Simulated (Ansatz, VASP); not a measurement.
## In2O3 (partly crystallised In2O3) in two plane-wave programs

Aim: how closely do two programs agree when they are given the same cell, functional and k mesh? Of the first pair: The structure shown is the start of the Ansatz relaxation below; VASP solves that cell, so the two are compared at the walk's first step.

Program: Ansatz 0.2.0. Level of theory: plane waves, with VASP 6.6.1 beside it; single point at revPBE. Results are calculated unless marked as measured.

## (1) The structure

The cell holds 60 atoms: 24 In and 36 O. Cell: a = 9.413 Å, b = 9.511 Å, c = 9.547 Å, α = 89.2°, β = 91.6°, γ = 91.0°. As first built, before any earlier steps moved the atoms (in the runner's words): 60 atoms (24 Sc, 36 O) placed at random at 3.63 g/cm^3, melted at 5000 K for 10 ps at fixed volume with the Morse and Coulomb pair potential with partial charges (Pedone, Malavasi, Menziani, Cormack and Segre, J. Phys. Chem. B 110, 11780 (2006)). Quenched from 5000 K to 300 K at 20 K/ps and fixed volume, held 10 ps at zero pressure, then minimised at fixed cell. Then Sc was replaced by In and the cell scaled by 1.038 (the potential has no terms for the new elements, so the cell is a start for a DFT relaxation).

## (2) Ansatz: relaxation, revPBE

Ansatz runs on its PAW soft_1 files.

The two programs are compared at the cell with which this relaxation starts, whose forces are those of its first step.

Input file input.yaml:

```yaml
crystal:
  lattice:
    - [9.41214, -0.07936, -0.12759]
    - [-0.08015, 9.51047, 0.06616]
    - [-0.12887, 0.06616, 9.54591]
  atoms:
    - { symbol: In, position: [0.55294, 0.88253, 0.74941] }
    - { symbol: In, position: [0.79534, 0.01899, 0.22958] }
    - { symbol: In, position: [0.43901, 0.40983, 0.315] }
    - { symbol: In, position: [0.81468, 0.03621, 0.56465] }
    - { symbol: In, position: [0.54782, 0.24161, 0.69054] }
    - { symbol: In, position: [0.69531, 0.56246, 0.55488] }
    - { symbol: In, position: [0.13289, 0.55723, 0.08123] }
    - { symbol: In, position: [0.44405, 0.55262, 0.92771] }
    - { symbol: In, position: [0.78843, 0.35653, 0.23362] }
    - { symbol: In, position: [0.08043, 0.86808, 0.39579] }
    - { symbol: In, position: [0.80351, 0.69153, 0.23198] }
    - { symbol: In, position: [0.08037, 0.20537, 0.40106] }
    - { symbol: In, position: [0.099, 0.18791, 0.07333] }
    - { symbol: In, position: [0.45969, 0.20541, 0.00269] }
    - { symbol: In, position: [0.81817, 0.369, 0.88936] }
    - { symbol: In, position: [0.43183, 0.75923, 0.24664] }
    - { symbol: In, position: [0.22025, 0.88833, 0.92792] }
    - { symbol: In, position: [0.82341, 0.70727, 0.89587] }
    - { symbol: In, position: [0.33452, 0.70134, 0.57967] }
    - { symbol: In, position: [0.13261, 0.19631, 0.73009] }
    - { symbol: In, position: [0.81643, 0.03935, 0.90106] }
    - { symbol: In, position: [0.4501, 0.06249, 0.378] }
    - { symbol: In, position: [0.0825, 0.53996, 0.73575] }
    - { symbol: In, position: [0.07902, 0.52745, 0.40429] }
    - { symbol: O, position: [0.05366, 0.36666, 0.2297] }
    - { symbol: O, position: [0.05713, 0.35777, 0.89365] }
    - { symbol: O, position: [0.3139, 0.7233, 0.0568] }
    - { symbol: O, position: [0.05264, 0.05074, 0.56482] }
    - { symbol: O, position: [0.32723, 0.8691, 0.73926] }
    - { symbol: O, position: [0.58518, 0.37144, 0.88379] }
    - { symbol: O, position: [0.31143, 0.22727, 0.38449] }
    - { symbol: O, position: [0.83755, 0.52128, 0.06477] }
    - { symbol: O, position: [0.05754, 0.69214, 0.90658] }
    - { symbol: O, position: [0.29253, 0.06998, 0.06739] }
    - { symbol: O, position: [0.55948, 0.73122, 0.57187] }
    - { symbol: O, position: [0.56118, 0.38894, 0.52205] }
    - { symbol: O, position: [0.84228, 0.54328, 0.73459] }
    - { symbol: O, position: [0.57847, 0.05315, 0.56926] }
    - { symbol: O, position: [0.59746, 0.70731, 0.89325] }
    - { symbol: O, position: [0.79412, 0.88468, 0.74128] }
    - { symbol: O, position: [0.08483, 0.36574, 0.57136] }
    - { symbol: O, position: [0.8399, 0.51958, 0.39024] }
    - { symbol: O, position: [0.31229, 0.87437, 0.39995] }
    - { symbol: O, position: [0.848, 0.19655, 0.06596] }
    - { symbol: O, position: [0.84613, 0.86443, 0.39696] }
    - { symbol: O, position: [0.32816, 0.42608, 0.07982] }
    - { symbol: O, position: [0.09879, 0.69178, 0.55652] }
    - { symbol: O, position: [0.5704, 0.94803, 0.24224] }
    - { symbol: O, position: [0.57254, 0.26941, 0.20459] }
    - { symbol: O, position: [0.05394, 0.04644, 0.89032] }
    - { symbol: O, position: [0.04644, 0.04227, 0.2463] }
    - { symbol: O, position: [0.82306, 0.86139, 0.06907] }
    - { symbol: O, position: [0.58941, 0.60602, 0.25204] }
    - { symbol: O, position: [0.80279, 0.20337, 0.73248] }
    - { symbol: O, position: [0.34688, 0.21159, 0.78627] }
    - { symbol: O, position: [0.82976, 0.18424, 0.38208] }
    - { symbol: O, position: [0.58732, 0.05864, 0.89084] }
    - { symbol: O, position: [0.04361, 0.68838, 0.24306] }
    - { symbol: O, position: [0.30938, 0.57634, 0.37565] }
    - { symbol: O, position: [0.30872, 0.5491, 0.74668] }
kpoints:
  mp_grid: { grid: [2, 2, 2] }
hamiltonian:
  xc: revpbe
  pseudopotentials: { kind: paw, azcp: { folder: soft_1 } }
scf:
  occupations: { method: gaussian, width: 0.025 }
output:
  forces: true
  eigenvalues: true
  stress: true
relax:
  f_tol: 0.05
  max_steps: 70
```

Run with:

```
ansatz run input.yaml --threads 16 --pin off --max-ram 31232MiB --backend cpu --events-out ev --progress --plain --runs-dir out
```

Numbers of over 12 decimals in the logs are rounded to 6 here.

Output:

```text
Warning: output.stress: scf.convergence.dr2_threshold = 1e-7 eV (the SCF's general default) is looser than the 6e-9 eV advised for a printed stress (1e-10 eV for each atom of the cell: 60). What an SCF threshold leaves in a stress goes as its square root, and in the free energy as the threshold itself, and one threshold admits the most on a small cell: [figures from the program's tests cut] Every solve of this run an [...]
Engine: ansatz 0.2.0, aarch64-unknown-linux-gnu
Pseudopotentials: kind: paw
Pseudopotential: In, paw, valence charge 13, recommended cutoff 420 eV (normal), soft_1/In.paw.azcp
Pseudopotential: O, paw, valence charge 6, recommended cutoff 420 eV (normal), soft_1/O.paw.azcp
Functional definition: revPBE
  parameter kappa = 1.245
  parameter beta = 0.066725
  exchange = pbe_x(kappa = kappa, mu = beta*pi^2/3)
  correlation = pbe_c(beta = beta)
Crystal: 60 atoms, lattice volume = 854.234 Å³
Basis set: ecut = 420 eV, 16687 PW (Γ), exchange–correlation on 128×128×128 points (8 copies of the dense FFT grid, shifted against one another)
Bands: 324, of which v1, the nominal top of the filled ones, is band 264 counted from 1 (263 counted from 0)
Symmetry: 1 space group operations
Space group: P1 (ITA 1), of the structure as read, at distance tolerance 9.5e-5 Å
k-points: 8
Non-local potential: In, projectors of the file, l = 0: 2, l = 1: 2, l = 2: 2, l = 3: 1
Non-local potential: O, projectors of the file, l = 0: 2, l = 1: 2, l = 2: 1
PAW form: soft (Blöchl's): semilocal exchange-correlation on the pseudo side does not see the compensation charge
PAW frozen core: In, regenerated for the run's functional, and the local potential with it (the file was generated under x = pbe(κ = 0.804, μ = 0.219515), c = pbe(β = 0.066725))
PAW frozen core: O, regenerated for the run's functional, and the local potential with it (the file was generated under x = pbe(κ = 0.804, μ = 0.219515), c = pbe(β = 0.066725))
PAW one-centre angular grid: In, 590 points (default); XC on 64 Gauss nodes
PAW one-centre angular grid: O, 110 points (default); XC on 64 Gauss nodes
Initial density: superposition of atomic densities (chi_scale 0.1, normalization cell, long waves kept (reshape's long-wave potential 0.12 eV rms))
Initial wavefunctions: pseudopotential atomic-orbital guess
Functional: x = revpbe(κ = 1.245, μ = 0.219515), c = pbe(β = 0.066725)
SCF iter   1: F=—  HF=-154967.908396 eV  |F-HF|=—  |Δ(HF+E_count)|=         —  Δρ=6.37e-2  dr2=2.47e1  ethr=3.10e-3  ⟨swp⟩=6.0  Hψ=9566  notcnv=0  defer=1
preconditioner: auto → Resta (q_TF=auto, 2.518 Å⁻¹)  ε∞=4.3  [insulator: Δε(μ)=0.461 eV  Ē_g=16.147 eV  σ=0.025 eV  W_gap=1.00  n_scr=248 (ndim 8)  ℏωp=29.2 eV  f_vac=0.019  D(μ)=0.00/eV (n_scr^D=0)  ε∞_Penn≈4.3]
SCF iter   2: F=—  HF=-154963.060312 eV  |F-HF|=—  |Δ(HF+E_count)|=    4.85e0  Δρ=3.21e-2  dr2=6.20e0  ethr=3.10e-3  ⟨swp⟩=3.0  Hψ=4967  notcnv=0  defer=436
SCF iter   3: F=—  HF=-154962.209435 eV  |F-HF|=—  |Δ(HF+E_count)|=   8.51e-1  Δρ=1.46e-2  dr2=1.81e0  ethr=1.17e-3  ⟨swp⟩=2.1  Hψ=4033  notcnv=0  defer=436
SCF iter   4: F=—  HF=-154962.002821 eV  |F-HF|=—  |Δ(HF+E_count)|=   2.07e-1  Δρ=5.12e-3  dr2=2.34e-1  ethr=3.42e-4  ⟨swp⟩=2.0  Hψ=4900  notcnv=0  defer=436
SCF iter   5: F=—  HF=-154962.065779 eV  |F-HF|=—  |Δ(HF+E_count)|=   6.30e-2  Δρ=2.70e-3  dr2=6.81e-2  ethr=4.44e-5  ⟨swp⟩=2.4  Hψ=4105  notcnv=0  defer=436
SCF iter   6: F=—  HF=-154962.080507 eV  |F-HF|=—  |Δ(HF+E_count)|=   1.47e-2  Δρ=1.24e-3  dr2=1.29e-2  ethr=1.29e-5  ⟨swp⟩=2.0  Hψ=4860  notcnv=0  defer=436
SCF iter   7: F=—  HF=-154962.092514 eV  |F-HF|=—  |Δ(HF+E_count)|=   1.20e-2  Δρ=4.34e-4  dr2=2.09e-3  ethr=2.44e-6  ⟨swp⟩=2.0  Hψ=4043  notcnv=0  defer=436
SCF iter   8: F=—  HF=-154962.095206 eV  |F-HF|=—  |Δ(HF+E_count)|=   2.69e-3  Δρ=2.80e-4  dr2=7.34e-4  ethr=3.96e-7  ⟨swp⟩=2.0  Hψ=4267  notcnv=0  defer=436
SCF iter   9: F=—  HF=-154962.095569 eV  |F-HF|=—  |Δ(HF+E_count)|=   3.64e-4  Δρ=9.98e-5  dr2=1.07e-4  ethr=1.39e-7  ⟨swp⟩=2.0  Hψ=4109  notcnv=0  defer=436
[...]
k-point 7: bands = [... 260 lower, 7.5802, 7.6389, 7.6775, 7.7957, 10.7063, 10.8527, 10.9154, 10.9359, ... 56 higher]
--- Relaxed structure (3 steps of the walk, 3 accepted, 0 SCFs on fresh bases) ---
  F+E_penalty+E_count = -154962.11385899 eV   max|allowed force component| = 4.056e-2 eV/Å
  atoms:
    - { symbol: In, position: [0.553345, 0.882154, 0.749804] }
    - { symbol: In, position: [0.794955, 0.018722, 0.229944] }
    - { symbol: In, position: [0.439063, 0.409705, 0.315299] }
    - { symbol: In, position: [0.815008, 0.036766, 0.564728] }
    - { symbol: In, position: [0.547453, 0.241160, 0.690880] }
    - { symbol: In, position: [0.694765, 0.562341, 0.554678] }
    - { symbol: In, position: [0.134942, 0.557978, 0.081414] }
    - { symbol: In, position: [0.443957, 0.553022, 0.926821] }
    - { symbol: In, position: [0.787057, 0.356160, 0.233929] }
    - { symbol: In, position: [0.080966, 0.868246, 0.395242] }
    - { symbol: In, position: [0.803394, 0.691006, 0.232770] }
    - { symbol: In, position: [0.081617, 0.205454, 0.400497] }
    - { symbol: In, position: [0.098351, 0.187595, 0.072592] }
    - { symbol: In, position: [0.459294, 0.205152, 0.00236262] }
    - { symbol: In, position: [0.817311, 0.369111, 0.888992] }
    - { symbol: In, position: [0.432431, 0.759132, 0.246958] }
    - { symbol: In, position: [0.220585, 0.888706, 0.927179] }
    - { symbol: In, position: [0.822871, 0.706783, 0.895872] }
    - { symbol: In, position: [0.334502, 0.701095, 0.579654] }
    - { symbol: In, position: [0.134080, 0.196294, 0.730330] }
    - { symbol: In, position: [0.816072, 0.039658, 0.900957] }
    - { symbol: In, position: [0.450238, 0.062146, 0.378950] }
    - { symbol: In, position: [0.082182, 0.540503, 0.736010] }
    - { symbol: In, position: [0.079132, 0.527608, 0.403835] }
    - { symbol: O, position: [0.054397, 0.366850, 0.229229] }
    - { symbol: O, position: [0.055844, 0.357621, 0.893041] }
    - { symbol: O, position: [0.314230, 0.724041, 0.056804] }
    - { symbol: O, position: [0.052177, 0.051512, 0.564530] }
    - { symbol: O, position: [0.329085, 0.868746, 0.739670] }
    - { symbol: O, position: [0.585031, 0.371316, 0.883375] }
    - { symbol: O, position: [0.311830, 0.226713, 0.384457] }
    - { symbol: O, position: [0.835290, 0.520885, 0.064937] }
    - { symbol: O, position: [0.056800, 0.691881, 0.907295] }
    - { symbol: O, position: [0.291487, 0.071017, 0.065865] }
    - { symbol: O, position: [0.558323, 0.730094, 0.572785] }
    - { symbol: O, position: [0.561465, 0.388792, 0.522262] }
    - { symbol: O, position: [0.842374, 0.543587, 0.734251] }
    - { symbol: O, position: [0.579590, 0.053061, 0.569445] }
    - { symbol: O, position: [0.598096, 0.706513, 0.892973] }
    - { symbol: O, position: [0.793521, 0.884851, 0.741574] }
    - { symbol: O, position: [0.085421, 0.365981, 0.571174] }
    - { symbol: O, position: [0.840009, 0.519409, 0.390513] }
    - { symbol: O, position: [0.312049, 0.874225, 0.399662] }
    - { symbol: O, position: [0.847637, 0.196347, 0.066040] }
    - { symbol: O, position: [0.847672, 0.864744, 0.396781] }
    - { symbol: O, position: [0.328886, 0.426944, 0.079480] }
    - { symbol: O, position: [0.099959, 0.691779, 0.556060] }
    - { symbol: O, position: [0.570811, 0.947813, 0.243879] }
[...]
- { symbol: O, position: [0.589757, 0.606742, 0.253949] }
    - { symbol: O, position: [0.802076, 0.203240, 0.732841] }
    - { symbol: O, position: [0.347144, 0.211315, 0.785800] }
    - { symbol: O, position: [0.830766, 0.184045, 0.381627] }
    - { symbol: O, position: [0.587908, 0.059125, 0.890546] }
    - { symbol: O, position: [0.043038, 0.687983, 0.242911] }
    - { symbol: O, position: [0.309189, 0.575928, 0.375520] }
    - { symbol: O, position: [0.306975, 0.549744, 0.747263] }
```

The column dr2 measures how far the density is from self-consistency, as an energy; F and HF (Harris–Foulkes) agree once it is small.

## (3) VASP: single point, revPBE, start cell, pair 1

The same cell, functional, mesh and smearing now go to VASP, with its own data sets.

Lines of VASP's logs that name or quote its potential files are left out, and so is its time.

Input file INCAR:

```
SYSTEM = In2O3
PREC = Accurate
ENCUT = 520
EDIFF = 1E-06
NELM = 120
ISMEAR = 0
SIGMA = 0.025
LREAL = Auto
ALGO = Normal
GGA = RE
NBANDS = 312
LORBIT = 11
LWAVE = .FALSE.
LCHARG = .FALSE.
ISIF = 2
LASPH = .TRUE.
GGA_COMPAT = .FALSE.
EFERMI = MIDGAP
KPAR = 8
```

Input file POSCAR:

```
In2O3
1.0
    9.4121400000     -0.0793600000     -0.1275900000
   -0.0801500000      9.5104700000      0.0661600000
   -0.1288700000      0.0661600000      9.5459100000
In O
24 36
Direct
    0.5529359873      0.8825326518      0.7494058442
    0.7953353684      0.0189926479      0.2295768854
    0.4390120235      0.4098324620      0.3150039156
    0.8146785108      0.0362122989      0.5646448610
    0.5478195550      0.2416062486      0.6905377934
    0.6953135219      0.5624611025      0.5548766567
    0.1328846947      0.5572250088      0.0812273268
    0.4440484111      0.5526186061      0.9277056760
    0.7884267295      0.3565347774      0.2336191128
    0.0804261145      0.8680851181      0.3957851118
    0.8035071573      0.6915345383      0.2319807701
    0.0803690362      0.2053677752      0.4010583751
    0.0990009641      0.1879092430      0.0733297776
    0.4596945758      0.2054055688      0.0026883554
    0.8181654483      0.3690027278      0.8893627228
    0.4318291523      0.7592319323      0.2466361297
    0.2202453577      0.8883249264      0.9279188184
    0.8234087160      0.7072705298      0.8958669943
    0.3345163483      0.7013424398      0.5796702593
    0.1326075211      0.1963121980      0.7300855946
    0.8164322052      0.0393542844      0.9010628537
    0.4501018890      0.0624902163      0.3780042078
    0.0824991824      0.5399596362      0.7357499014
    0.0790230267      0.5274527596      0.4042868908
    0.0536635402      0.3666550477      0.2296993197
    0.0571326585      0.3577751729      0.8936517472
    0.3139023033      0.7233032093      0.0567988861
    0.0526401095      0.0507449961      0.5648239992
    0.3272292433      0.8691010202      0.7392644028
    0.5851767015      0.3714398992      0.8837908834
    0.3114344980      0.2272734823      0.3844892225
    0.8375488493      0.5212763182      0.0647685990
    0.0575433778      0.6921411013      0.9065819712
    0.2925257686      0.0699814374      0.0673894255
    0.5594800075      0.7312220642      0.5718686225
    0.5611848572      0.3889394126      0.5220528315
    0.8422750146      0.5432794092      0.7345892119
    0.5784678097      0.0531461707      0.5692585157
    0.5974627536      0.7073065333      0.8932448423
    0.7941164780      0.8846753111      0.7412798992
    0.0848313619      0.3657370467      0.5713574159
    0.8398976567      0.5195785340      0.3902390894
    0.3122905159      0.8743650536      0.3999510948
    0.8479957538      0.1965552416      0.0659645527
    0.8461349068      0.8644248107      0.3969624695
    0.3281652650      0.4260843178      0.0798227584
    0.0987942452      0.6917766020      0.5565249639
    0.5704018120      0.9480331472      0.2422352289
    0.5725434379      0.2694084700      0.2045930407
    0.0539364822      0.0464411186      0.8903194364
    0.0464430082      0.0422682271      0.2462970212
    0.8230584658      0.8613925842      0.0690687736
    0.5894145273      0.6060164493      0.2520356206
    0.8027924192      0.2033704783      0.7324784430
    0.3468802437      0.2115887872      0.7862696942
    0.8297586818      0.1842360456      0.3820777541
    0.5873161744      0.0586376479      0.8908376681
    0.0436135024      0.6883761126      0.2430592456
    0.3093774901      0.5763436554      0.3756522508
    0.3087220663      0.5491000641      0.7466822323
```

Input file KPOINTS:

```
Automatic mesh
0
Gamma
2 2 2
0 0 0
```

The projector-augmented-wave data sets are In_d and O (PBE family, release 64).

Run with:

```
mpirun -np 8 vasp_std
```

Output:

```text
[banner, memory and clock lines left out]
running    8 mpi-ranks, on    1 nodes
[...]
|                                                                             |
|           W    W    AA    RRRRR   N    N  II  N    N   GGGG   !!!           |
|           W    W   A  A   R    R  NN   N  II  NN   N  G    G  !!!           |
|           W    W  A    A  R    R  N N  N  II  N N  N  G       !!!           |
|           W WW W  AAAAAA  RRRRR   N  N N  II  N  N N  G  GGG   !            |
|           WW  WW  A    A  R   R   N   NN  II  N   NN  G    G                |
|           W    W  A    A  R    R  N    N  II  N    N   GGGG   !!!           |
|                                                                             |
|     For optimal performance we recommend to set                             |
|       NCORE = 2 up to number-of-cores-per-socket                            |
|     NCORE specifies how many cores store one orbital (NPAR=cpu/NCORE).      |
|     This setting can greatly improve the performance of VASP for DFT.       |
[...]
|                                                                             |
|     You enforced a specific xc type in the INCAR file but a different       |
|     [... a line on the potential file left out ...]
|     I HOPE YOU KNOW WHAT YOU ARE DOING!                                     |
|                                                                             |

 LDA part: xc-table for (Slater+PW92), standard interpolation
 POSCAR, INCAR and KPOINTS ok, starting setup
[...]
entering main loop
       N       E                     dE             d eps       ncg     rms          rms(c)
DAV:   1     0.964815465874E+04    0.96482E+04   -0.21712E+05  4992   0.236E+03
DAV:   2     0.233876043797E+04   -0.73094E+04   -0.70645E+04  4992   0.722E+02
DAV:   3     0.382753093082E+02   -0.23005E+04   -0.21590E+04  5120   0.337E+02
DAV:   4    -0.352130815581E+03   -0.39041E+03   -0.38000E+03  6736   0.135E+02
[...]
DAV:  17    -0.305501740365E+03   -0.90819E-05   -0.15729E-05  5432   0.170E-02    0.187E-02
DAV:  18    -0.305501742792E+03   -0.24270E-05   -0.11685E-05  5392   0.128E-02    0.623E-03
DAV:  19    -0.305501742603E+03    0.18874E-06   -0.30566E-06  4112   0.878E-03
   1 F= -.30550174E+03 E0= -.30550171E+03  d E =-.693336E-04
```

OUTCAR, selected parts (step 3):

```text
  Total      -10.8352983     -2.2794783     -2.5114274     -0.1250508     -0.0259400      0.0403766
  in kB      -20.3223707     -4.2753233     -4.7103602     -0.2345416     -0.0486523      0.0757293
  external PRESSURE =      -9.7693514 kB  Pullay stress =       0.0000000 kB

 POSITION                                       TOTAL-FORCE (eV/Angst)
 -----------------------------------------------------------------------------------
      5.03700      8.39900      7.14160        -0.078041     -0.024896     -0.012012
      7.45470      0.13270      2.09130        -0.070640     -0.003747      0.037459
      4.05860      3.88370      2.97810         0.018243      0.007886     -0.007549
      7.59220      0.31710      5.28850        -0.025118      0.007628     -0.007685
      5.04780      2.30000      6.53790        -0.065984     -0.034923      0.078770
      6.42780      5.33080      5.24530        -0.056082      0.012420     -0.016991
      1.19560      5.29430      0.79530         0.131409      0.011740     -0.027974
      4.01560      5.28180      8.83570         0.013590      0.045485     -0.022836
      7.36210      3.34370      2.15310        -0.123374     -0.022005      0.011176
      0.63640      8.27570      3.82530         0.048386     -0.001893      0.030625
      7.47740      6.52840      2.15770        -0.043603     -0.040797      0.064494
      0.68830      1.97330      3.83180         0.080260     -0.018379     -0.032433
      0.90730      1.78410      0.69980         0.073370     -0.044692     -0.030836
      4.30990      1.91720     -0.01940        -0.050469     -0.049703      0.021245
[...]
-----------------------------------------------------------------------------------
    total drift:                                0.000682     -0.061449     -0.056168

  FREE ENERGIE OF THE ION-ELECTRON SYSTEM (eV)
  ---------------------------------------------------
  free  energy   TOTEN  =      -305.5017426031 eV

  energy  without entropy=     -305.5016732695  energy(sigma->0) =     -305.50170794

[... 1 further part left out ...]
```

The run ends at a pressure of -0.98 GPa, with forces up to 0.20 eV/Å.

[end of part 1 of 3]

[Lines on the potential files, build, host, timing and source positions are cut from VASP's logs without a mark.]

[Logs are printed without paths, hosts, clocks, repeated set-up lines and the standing remarks that a program may print on its own settings, such as how far it seeks lower states.]

[Hosts, paths, dates, database ids (printed as entryN), source tags and the programs' standing remarks are cut or masked in the printed files.]
